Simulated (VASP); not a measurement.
OSZICAR of a VASP run on Pd (fcc):

OSZICAR:
```
       N       E                     dE             d eps       ncg     rms          rms(c)
DAV:   1     0.410043048159E+02    0.41004E+02   -0.53511E+03  3534   0.105E+03
DAV:   2    -0.264416789593E+01   -0.43648E+02   -0.42892E+02  3729   0.194E+02
DAV:   3    -0.300175426836E+01   -0.35759E+00   -0.35652E+00  4059   0.206E+01
DAV:   4    -0.300357903548E+01   -0.18248E-02   -0.18222E-02  4161   0.137E+00
DAV:   5    -0.300359883335E+01   -0.19798E-04   -0.19743E-04  4062   0.121E-01    0.760E+00
DAV:   6    -0.271594241955E+01    0.28766E+00   -0.13722E+00  3595   0.109E+01    0.356E+00
DAV:   7    -0.270474622440E+01    0.11196E-01   -0.81410E-03  3910   0.856E-01    0.189E+00
DAV:   8    -0.270061517569E+01    0.41310E-02   -0.11756E-03  3748   0.321E-01    0.586E-02
DAV:   9    -0.270061036650E+01    0.48092E-05   -0.15791E-05  5049   0.412E-02    0.122E-02
DAV:  10    -0.270061330538E+01   -0.29389E-05   -0.18763E-06  3909   0.159E-02    0.361E-03
DAV:  11    -0.270061330685E+01   -0.14684E-08   -0.13446E-08  2769   0.108E-03
   1 F= -.27006133E+01 E0= -.27006133E+01  d E =0.000000E+00
```

Question: Which electronic solver shows in the log?

Answer: It is blocked Davidson (ALGO = Normal, or the opening steps of other solvers). The INCAR had ALGO = Normal.

Question: Can the final energy be trusted as converged?

Answer: Self-consistency was reached. It stopped with EDIFF = 1E-7, NELM = 100 (rev-vdW-DF2, plane waves, VASP's PBE PAW potentials (set 64)).

The compound is Pd in the fcc structure. It was relaxed first.
